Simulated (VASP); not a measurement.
Consider the following.

```
CELL_PARAMETERS angstrom
      0.00000     3.35205     3.35205
      3.35205     0.00000     3.35205
      3.35205     3.35205     0.00000
ATOMIC_POSITIONS crystal
  Rb 0.00000 0.00000 0.00000
  Cl 0.50000 0.50000 0.50000
```

Method: PBE GGA, VASP's PBE PAW potentials (set 64) (plane waves; VASP 6.6.1). Settings: 300 eV cut-off, 7×7×7 Γ-centred mesh, Gaussian smearing of 0.010 eV, potentials Rb_sv Cl.

### Question
Predict the energy per atom (σ→0), band gap (on the k-mesh) with the smallest direct gap where there is one.

### Answer

band gap (on the k-mesh): 4.82 eV
smallest direct gap (on the k-mesh): 4.82 eV
energy per atom (σ→0): -3338 meV/atom

Total energies compare only between runs with the same potentials, cut-off and functional.

The structure comes from a computed database's RbCl entry; how it stands against other phases isn't given here. The cell was not relaxed at this level.
